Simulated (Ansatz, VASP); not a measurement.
# TiSeS: VASP beside Ansatz

Wanted: the spread between two codes on one cell, functional and k mesh. The structure shown is the start of the Ansatz relaxation below; VASP solves that cell, so the two are compared at the walk's first step.

Method: plane waves, with VASP 6.6.1 beside it; single point at PBEsol with D3(BJ), in Ansatz 0.2.0.

**1. Starting point**

The cell holds 3 atoms: 1 Se, 1 Ti and 1 S. Cell: a = 3.488 Å, b = 3.488 Å, c = 17.920 Å, α = 90.0°, β = 90.0°, γ = 120.0°. It derives from TiSeS. As first built, before any earlier steps moved the atoms (in the runner's words): kind sheets cut from a layered crystal; sheets 1. Vacuum lies along c.

**2. Ansatz: relaxation, PBEsol with D3(BJ)**

Ansatz runs on its default PAW (the set named soft_2) files.

The two programs are compared at the cell with which this relaxation starts, whose forces are those of its first step.

The input, input.yaml:

```yaml
crystal:
  lattice:
    - [3.48826798, 0.0, 0.0]
    - [-1.74413399, 3.020928686, 0.0]
    - [0.0, 0.0, 17.9203091127]
  atoms:
    - { symbol: Se, position: [0.666666667, 0.333333333, 0.581480434] }
    - { symbol: Ti, position: [0.333333333, 0.666666667, 0.492743543] }
    - { symbol: S, position: [0.0, 0.0, 0.418519566] }
kpoints:
  mp_grid: { grid: [12, 12, 1] }
scf:
  occupations: { method: fermi_dirac, width: 0.05 }
  n_extra_bands: 8
hamiltonian:
  xc: pbesol
  pseudopotentials: { kind: paw }
  dispersion: d3bj
output:
  forces: true
  write_potential: true
  volumetric_format: []
efield:
  axis: 3
  dipole_correction: true
relax:
  f_tol: 0.03
  max_steps: 45
  cell: { fix: [c, alpha, beta] }
```

Launch:

```bash
ansatz run input.yaml --threads 2 --pin off --max-ram 4096MiB --backend cpu --events-out ev --progress --plain --runs-dir out
```

Numbers of over 12 decimals in the logs are rounded to 6 here.

The program printed:

```text
scf.n_extra_bands = 8 over 17 filled bands (N_el = 34.0): the run solves 25 bands
Engine: ansatz 0.2.0, aarch64-unknown-linux-gnu
Pseudopotentials: kind: paw
Pseudopotential: Se, paw, valence charge 16, recommended cutoff 420 eV (normal), Se.paw.azcp
Pseudopotential: Ti, paw, valence charge 12, recommended cutoff 420 eV (normal), Ti.paw.azcp
Pseudopotential: S, paw, valence charge 6, recommended cutoff 420 eV (normal), S.paw.azcp
Functional definition: PBEsol
  exchange = pbesol_x
  correlation = pbesol_c
Crystal: 3 atoms, lattice volume = 188.841 Å³
Basis set: ecut = 420 eV, 3689 PW (Γ), exchange–correlation on 48×48×240 points (8 copies of the dense FFT grid, shifted against one another)
Bands: 25, of which v1, the nominal top of the filled ones, is band 17 counted from 1 (16 counted from 0)
Symmetry: 6 space group operations
Space group: P3m1 (ITA 156), of the structure as read, at distance tolerance 5.7e-5 Å
k-points: 19 of 144 (time reversal used)
Non-local potential: Se, projectors of the file, l = 0: 2, l = 1: 2, l = 2: 3, l = 3: 1
Non-local potential: Ti, projectors of the file, l = 0: 3, l = 1: 2, l = 2: 3, l = 3: 1
Non-local potential: S, projectors of the file, l = 0: 2, l = 1: 2, l = 2: 2
PAW form: soft (Blöchl's): semilocal exchange-correlation on the pseudo side does not see the compensation charge
PAW frozen core: Se, regenerated for the run's functional, and the local potential with it (the file was generated under x = pbe(κ = 0.804, μ = 0.219515), c = pbe(β = 0.066725))
PAW frozen core: Ti, regenerated for the run's functional, and the local potential with it (the file was generated under x = pbe(κ = 0.804, μ = 0.219515), c = pbe(β = 0.066725))
PAW frozen core: S, regenerated for the run's functional, and the local potential with it (the file was generated under x = pbe(κ = 0.804, μ = 0.219515), c = pbe(β = 0.066725))
PAW one-centre angular grid: Se, 590 points (default); XC on 64 Gauss nodes
PAW one-centre angular grid: Ti, 590 points (default); XC on 64 Gauss nodes
PAW one-centre angular grid: S, 110 points (default); XC on 64 Gauss nodes
Initial density: superposition of atomic densities (neutral atoms: chi_scale 0, normalization atom), corrected by the library's trained network
Initial wavefunctions: pseudopotential atomic-orbital guess
Functional: x = pbesol(κ = 0.804, μ = 0.123457), c = pbesol(β = 0.046)
SCF iter   1: F=—  HF=-8787.344737 eV  |F-HF|=—  |Δ(HF+E_count)|=         —  Δρ=3.55e-3  dr2=1.30e-1  ethr=1.77e-3  p=0.025 e·Å  D=2.43e-2 V/Å  ΔV_dip=-0.44 eV  dr2_dipole=3.43e-2  V_vac-E_F(+/−)=5.37/5.80 eV  ⟨swp⟩=8.4  Hψ=2675  notcnv=0  defer=6
efield: sawtooth ramp at fractional position 0.9500 (placed from the atoms, in the widest stretch of the axis that holds none; the zero of the levels goes with the place), width 0.1000; the density the first Hamiltonian is built on has a dipole p = 0.025 e·Å; the dipole correction subtracts the counter field D = 2.43e-2 V/Å, which shifts the + side's vacuum level by -0.44 eV against the − side's; the planar-averaged density in the ramp window peaks in size at 7.6e-5 e/Å³
preconditioner: auto → LDOS  [insulator: Δε(μ)=0.290 eV  Ē_g=8.972 eV  σ=0.050 eV  W_gap=0.72  n_scr=10 (ndim 8)  ℏωp=10.8 eV  f_vac=0.646  D(μ)=0.47/eV (n_scr^D=2)  ε∞_Penn≈2.5  β→1.0]
SCF iter   2: F=—  HF=-8787.494680 eV  |F-HF|=—  |Δ(HF+E_count)|=   1.50e-1  Δρ=1.13e-2  dr2=1.66e0  ethr=3.84e-4  p=-0.071 e·Å  D=-6.78e-2 V/Å  ΔV_dip=1.22 eV  dr2_dipole=4.36e-1  V_vac-E_F(+/−)=6.37/5.15 eV  ⟨swp⟩=3.7  Hψ=1007  notcnv=0  defer=30  recentre
SCF iter   3: F=—  HF=-8787.332420 eV  |F-HF|=—  |Δ(HF+E_count)|=   1.62e-1  Δρ=1.85e-3  dr2=2.67e-2  ethr=3.84e-4  p=0.014 e·Å  D=1.30e-2 V/Å  ΔV_dip=-0.23 eV  dr2_dipole=6.62e-3  V_vac-E_F(+/−)=5.44/5.67 eV  ⟨swp⟩=3.3  Hψ=1184  notcnv=0  defer=26
SCF iter   4: F=—  HF=-8787.329836 eV  |F-HF|=—  |Δ(HF+E_count)|=   2.58e-3  Δρ=4.54e-4  dr2=7.06e-4  ethr=7.86e-5  p=0.005 e·Å  D=4.51e-3 V/Å  ΔV_dip=-0.08 eV  dr2_dipole=7.73e-5  V_vac-E_F(+/−)=5.51/5.59 eV  ⟨swp⟩=2.4  Hψ=652  notcnv=0  defer=27
SCF iter   5: F=—  HF=-8787.329901 eV  |F-HF|=—  |Δ(HF+E_count)|=   6.46e-5  Δρ=1.12e-4  dr2=1.32e-5  ethr=2.08e-6  p=0.003 e·Å  D=3.24e-3 V/Å  ΔV_dip=-0.06 eV  dr2_dipole=8.72e-7  V_vac-E_F(+/−)=5.51/5.57 eV  ⟨swp⟩=2.0  Hψ=646  notcnv=0  defer=27
SCF iter   6: F=—  HF=-8787.329954 eV  |F-HF|=—  |Δ(HF+E_count)|=   5.29e-5  Δρ=2.64e-5  dr2=1.48e-6  ethr=3.88e-8  p=0.004 e·Å  D=3.38e-3 V/Å  ΔV_dip=-0.06 eV  dr2_dipole=8.14e-8  V_vac-E_F(+/−)=5.50/5.56 eV  ⟨swp⟩=2.5  Hψ=904  notcnv=0  defer=27
SCF iter   7: F=—  HF=-8787.329955 eV  |F-HF|=—  |Δ(HF+E_count)|=   1.39e-6  Δρ=9.26e-6  dr2=2.26e-7  ethr=4.34e-9  p=0.003 e·Å  D=3.33e-3 V/Å  ΔV_dip=-0.06 eV  dr2_dipole=3.64e-8  V_vac-E_F(+/−)=5.50/5.56 eV  ⟨swp⟩=2.0  Hψ=743  notcnv=0  defer=27
[...]
iter 1 solved again at ethr=2.11e-6 eV; its pass at ethr=3.10e-3 eV (dr2=7.19e-4 eV) is discarded
SCF iter   1: F=—  HF=-8787.397636 eV  |F-HF|=—  |Δ(HF+E_count)|=         —  Δρ=3.88e-4  dr2=7.15e-4  ethr=2.11e-6  p=0.005 e·Å  D=5.29e-3 V/Å  ΔV_dip=-0.09 eV  dr2_dipole=6.31e-6  V_vac-E_F(+/−)=5.38/5.47 eV  ⟨swp⟩=2.1  Hψ=2283  notcnv=0
[...]
iter 1 solved again at ethr=1.07e-6 eV; its pass at ethr=3.10e-3 eV (dr2=3.65e-4 eV) is discarded
SCF iter   1: F=—  HF=-8787.397241 eV  |F-HF|=—  |Δ(HF+E_count)|=         —  Δρ=2.92e-5  dr2=2.79e-7  ethr=1.07e-6  p=0.006 e·Å  D=5.74e-3 V/Å  ΔV_dip=-0.10 eV  dr2_dipole=4.02e-11  V_vac-E_F(+/−)=5.38/5.49 eV  ⟨swp⟩=3.3  Hψ=3942  notcnv=0
efield: sawtooth ramp at fractional position 0.9500 (handed on by an earlier solve), width 0.1000; the density the first Hamiltonian is built on has a dipole p = 0.006 e·Å; the dipole correction subtracts the counter field D = 5.74e-3 V/Å, which shifts the + side's vacuum level by -0.10 eV against the − side's; the planar-averaged density in the ramp window peaks in size at 7.1e-6 e/Å³
eigensolver tolerance schedule: the retry pair's looser diagonalisation over-reported the residual by 1309.15 of it (diagonalisation noise at 0.83 of the residual, at the tolerance the schedule requests for it); recorded, not acted on — ethr = c·dr2/N_el stays at c = 1.0e-1
preconditioner: auto → LDOS  [metal: Δε(μ)=0.050 eV  Ē_g=9.245 eV  σ=0.050 eV  W_gap=0.24  n_scr=10 (ndim 8)  ℏωp=11.2 eV  f_vac=0.641  D(μ)=1.07/eV (n_scr^D=4)  β→1.0]
SCF iter   2: F=—  HF=-8787.397236 eV  |F-HF|=—  |Δ(HF+E_count)|=   4.89e-6  Δρ=6.40e-6  dr2=2.26e-7  ethr=8.20e-10  p=0.006 e·Å  D=5.70e-3 V/Å  ΔV_dip=-0.10 eV  dr2_dipole=2.62e-8  V_vac-E_F(+/−)=5.39/5.49 eV  ⟨swp⟩=3.5  Hψ=973  notcnv=0
SCF iter   3: F=—  HF=-8787.397236 eV  |F-HF|=—  |Δ(HF+E_count)|=   1.05e-7  Δρ=4.17e-6  dr2=1.47e-7  ethr=6.64e-10  p=0.006 e·Å  D=5.75e-3 V/Å  ΔV_dip=-0.10 eV  dr2_dipole=2.66e-8  V_vac-E_F(+/−)=5.38/5.49 eV  ⟨swp⟩=2.0  Hψ=779  notcnv=0
SCF iter   4: F=—  HF=-8787.397236 eV  |F-HF|=—  |Δ(HF+E_count)|=   1.25e-8  Δρ=1.28e-6  dr2=3.35e-9  ethr=4.31e-10  p=0.006 e·Å  D=5.73e-3 V/Å  ΔV_dip=-0.10 eV  dr2_dipole=4.11e-10  V_vac-E_F(+/−)=5.38/5.49 eV  ⟨swp⟩=1.8  Hψ=498  notcnv=0
SCF iter   5: F=—  HF=-8787.397236 eV  |F-HF|=—  |Δ(HF+E_count)|=   2.49e-9  Δρ=2.47e-7  dr2=1.87e-10  ethr=9.85e-12  p=0.006 e·Å  D=5.73e-3 V/Å  ΔV_dip=-0.10 eV  dr2_dipole=2.99e-11  V_vac-E_F(+/−)=5.38/5.49 eV  ⟨swp⟩=2.0  Hψ=781  notcnv=0
SCF iter   6: F=-8787.397236 eV  HF=-8787.397236 eV  |F-HF|=1.15e-10  |Δ(HF+E_count)|=  4.55e-10  Δρ=6.79e-8  dr2=6.28e-12  ethr=1.00e-12  p=0.006 e·Å  D=5.73e-3 V/Å  ΔV_dip=-0.10 eV  dr2_dipole=1.03e-13  V_vac-E_F(+/−)=5.38/5.49 eV  ⟨swp⟩=7.4  Hψ=2712  notcnv=0
SCF 5 converged in 6 iterations: F = -8787.397236 eV  dr2 = 6.28e-12
relax step   5: F+E_penalty+E_count = -8787.39723618 eV  Δ(F+E_penalty+E_count) = +3.486e-4 eV  max|allowed force component| = 1.268e-2 eV/Å  Δτ_max = 0.0000 Å  P = -0.002 GPa  Ω = 175.644 Å³  fix = [c, alpha, beta]  reactions: c -0.008 GPa  stress off target by 4.86e-4 GPa on what of the cell is left free  SCF on the basis re-selected at this cell (its energy is not comparable with the rows above)  (6 SCF iters)
basis re-selected at this cell: Δ(F+E_penalty+E_count) = +3.486e-4 eV, ΔP = +0.001 GPa vs the last step (what re-selecting the basis moved, of the pressure what is left beyond the Pulay correction that the steps carried, after the strain that the cell walked since its last selection, with what the two solves' SCF thresholds leave and, on support functions, any second-order correction that the steps lacked; it is no m [...]
SCF converged after 6 iterations
Free energy (F): -8787.397236 eV
Harris-Foulkes:  -8787.397236 eV  (|F-HF|=1.15e-10)
Internal energy: -8787.389136 eV  (E = F + TS)
E sigma→0 (E₀):  -8787.393186 eV
Entropy (-TS):   -0.008101 eV (-2.700 meV/atom)
Fermi energy:    -0.512577 eV
Dipole field:    D = 0.005729 V/Å  (p = 0.005561 e·Å, saw-weighted, corrected)
Work function:   Φ+ = 5.3845 eV   Φ− = 5.4871 eV
Levels:          The Fermi level and band energies are counted from a zero that moves with the ramp; work functions are not
--- Per-component energies (eV) ---
  E_band       = -890.351031
  E_kinetic    = 499.176596
  E_local      = -21747.751175  (includes V_loc(G=0)·N_el)
  E_nonlocal   = -556.416599
  E_hartree    = 10589.700594
  E_xc         = -297.547296
  E_vxc        = -308.733378  (∫ρ·V_xc dr)
  E_paw        = -3473.483151  (= ΣΔE_a)
  E_vpaw       = 44.050001  (= ΣTr[D̂ρ^β])
  E_aug_tail   = -0.000454  (compensation charges beyond the density's cutoff)
  E_efield     = 0.000016  (sawtooth field / dipole correction)
  E_vefield    = -0.077064  (∫n·V_field dr)
  E_ewald      = 6198.432489
  E_disp       = -0.709940  (pairwise vdW)
  E_core_change = 1.209784  (= ΣΔE_core)
  E_smearing   = -0.008101  (= −TS)
  E_closure    = -0.000000  (closes the sum)
  Σ components = -8787.397236   (vs F -8787.397236, Δ=0.00e0)
--- Forces (eV/Å), atoms counted from 1 ---
  atom   1  Se     0.00000000    -0.00000000     0.00609882
  atom   2  Ti     0.00000000     0.00000000    -0.01268109
  atom   3  S     -0.00000000     0.00000000     0.00658281
  max |Σ_I F_I| component: 5.36e-7 eV/Å
--- Stress (GPa, compression-positive) ---
        0.000486       0.000000       0.000000
        0.000000       0.000486       0.000000
        0.000000       0.000000      -0.008441
  P = ⅓ Tr σ = -0.0025 GPa (-0.025 kbar)
--- Band table (eV; the first three rows and the last of 19) ---
  k-point 0: bands = [... 13 lower, -3.0483, -2.2764, 0.0479, 0.0479, 0.1431, 0.1431, 0.4684, 3.3397, ... 4 higher]
  k-point 1: bands = [... 13 lower, -3.0277, -2.0112, -0.8071, -0.4730, 0.2138, 0.6345, 0.7876, 2.9551, ... 4 higher]
  k-point 2: bands = [... 13 lower, -2.9888, -2.1510, -1.6696, -0.9601, 0.0763, 1.0204, 1.0410, 2.4712, ... 4 higher]
  k-point 18: bands = [... 13 lower, -4.7292, -3.4365, -3.0558, -2.9153, 0.8760, 1.0974, 1.1464, 2.7114, ... 4 higher]
--- Relaxed structure (4 steps of the walk, 4 accepted, 1 SCFs on fresh bases) ---
  F+E_penalty+E_count = -8787.39723618 eV   max|allowed force component| = 1.268e-2 eV/Å   (the final SCF, on the basis selected at the relaxed cell)
  cell:  # Å, volume = 175.6437 Å³
    - [3.364172, -9.184956419700202e-18, 0]
    - [-1.682086, 2.913458, 0]
    - [0, 0, 17.9203091127]
  atoms:
    - { symbol: Se, position: [0.666667, 0.333333, 0.583945] }
    - { symbol: Ti, position: [0.333333, 0.666667, 0.492509] }
    - { symbol: S, position: [0, 0, 0.416290] }
```

In the SCF lines HF is the Harris–Foulkes energy and dr2 the Hartree energy of the density residual, in eV; the loop may stop once dr2 is under the threshold and the program's other checks hold. Hψ counts applications of the Hamiltonian.

[end of part 1 of 2]

[Lines on the potential files, build, host, timing and source positions are cut from VASP's logs without a mark.]

[Logs are printed without paths, hosts, clocks, repeated set-up lines and the standing remarks that a program may print on its own settings, such as how far it seeks lower states.]

[Hosts, paths, dates, database ids (printed as entryN), source tags and the programs' standing remarks are cut or masked in the printed files.]
